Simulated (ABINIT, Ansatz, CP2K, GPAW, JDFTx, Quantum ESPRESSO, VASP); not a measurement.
**One calculation of ScSi2, 8 ways**

```
CELL_PARAMETERS angstrom
3.66000 0.00000 0.00000
-1.83000 3.16965 0.00000
0.00000 0.00000 3.87000
ATOMIC_POSITIONS crystal
Sc 0.99981 0.00282 0.98772
Si 0.67459 0.34644 0.50953
Si 0.32321 0.67437 0.50000
```

Atoms were shifted at random by some hundredths of an Å from the given cell, which wasn't relaxed again for these runs.

Alike in all runs: task single point; functional PBE; k mesh 8 × 8 × 7; occupations fermi-dirac, width 0.05 eV; no spin polarisation; no spin-orbit coupling. Pressure is positive in compression and, in plane waves, holds the error of the finite cutoff, which Ansatz's Pulay term estimates and takes out.

```tsv
program and potentials	plane-wave cutoff (eV)	notes	pressure (GPa)	largest force (eV/Å)	energy over the undisturbed cell (meV/atom)
Ansatz, Ansatz PAW	420	Pulay term of +0.04 GPa included	25.64	1.670	22.99
CP2K, POTENTIAL_UZH Sc GTH-PBE-q11, Si GTH-PBE-q4; TZVP-MOLOPT-PBE-GTH basis	-	atomic basis	24.77	1.645	-
ABINIT, JTH PAW PBE v2.0	408	-	?	?	?
JDFTx, PseudoDojo-SR-PBE-0.5-standard	1061	-	25.39	1.671	23.02
Quantum ESPRESSO, SSSP 1.3 efficiency PBE	816	-	25.75	1.678	23.11
Ansatz, all-electron LAPW, scalar-relativistic	-	-	25.54	1.669	-
VASP, PBE PAW files Sc_sv, Si, 520 eV	520	-	25.67	1.663	-
GPAW, GPAW PAW data sets (gpaw-data 1.2.1)	600	-	26.01	1.690	23.20
```

Task: Estimate from the other rows what the run with ABINIT, JTH PAW PBE v2.0 gave.

Result: Pressure 25.50 GPa; largest force 1.663 eV/Å; energy over the undisturbed cell 22.94 meV/atom. The other rows, which needn't bracket it: pressure 24.77 to 26.01; largest force 1.645 to 1.690; energy over the undisturbed cell 22.99 to 23.20.
